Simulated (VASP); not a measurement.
OSZICAR of a VASP run on Al3Sc (L1_2):

### OSZICAR
```
       N       E                     dE             d eps       ncg     rms          rms(c)
DAV:   1     0.120618103519E+03    0.12062E+03   -0.83911E+03   980   0.128E+03
DAV:   2    -0.461082257029E+01   -0.12523E+03   -0.12394E+03   980   0.357E+02
DAV:   3    -0.128764837613E+02   -0.82657E+01   -0.76714E+01  1530   0.734E+01
DAV:   4    -0.130436860653E+02   -0.16720E+00   -0.16526E+00  1398   0.107E+01
DAV:   5    -0.130472427280E+02   -0.35567E-02   -0.35334E-02  1372   0.162E+00    0.804E+00
DAV:   6    -0.121921309101E+02    0.85511E+00   -0.50768E+00  1626   0.252E+01    0.267E+00
DAV:   7    -0.121636010211E+02    0.28530E-01   -0.15359E-01  1478   0.401E+00    0.175E+00
DAV:   8    -0.121532098087E+02    0.10391E-01   -0.58119E-02  1628   0.237E+00    0.312E-01
DAV:   9    -0.121540069822E+02   -0.79717E-03   -0.18250E-02  1574   0.170E+00    0.274E-01
DAV:  10    -0.121531008113E+02    0.90617E-03   -0.59776E-03  1596   0.897E-01    0.344E-02
DAV:  11    -0.121531485463E+02   -0.47735E-04   -0.36203E-04  1668   0.183E-01    0.484E-02
DAV:  12    -0.121531041301E+02    0.44416E-04   -0.25262E-04  1608   0.188E-01    0.446E-03
DAV:  13    -0.121531045507E+02   -0.42059E-06   -0.28240E-06  1090   0.128E-02    0.223E-03
DAV:  14    -0.121531045511E+02   -0.40018E-09   -0.19779E-07  1132   0.478E-03
   1 F= -.12153105E+02 E0= -.12152379E+02  d E =-.217559E-02
```

Q: Which electronic solver shows in the log?

A: It is blocked Davidson (ALGO = Normal, or the opening steps of other solvers). The INCAR had ALGO = Normal.

Q: Can the final energy be trusted as converged?

A: Self-consistency was reached. It stopped with EDIFF = 1E-7, NELM = 100 (optB88-vdW, plane waves, VASP's PBE PAW potentials (set 64)).

The compound is Al3Sc in the L1_2 structure. This cell is one point of a volume scan, at 1.03 of the reference volume.
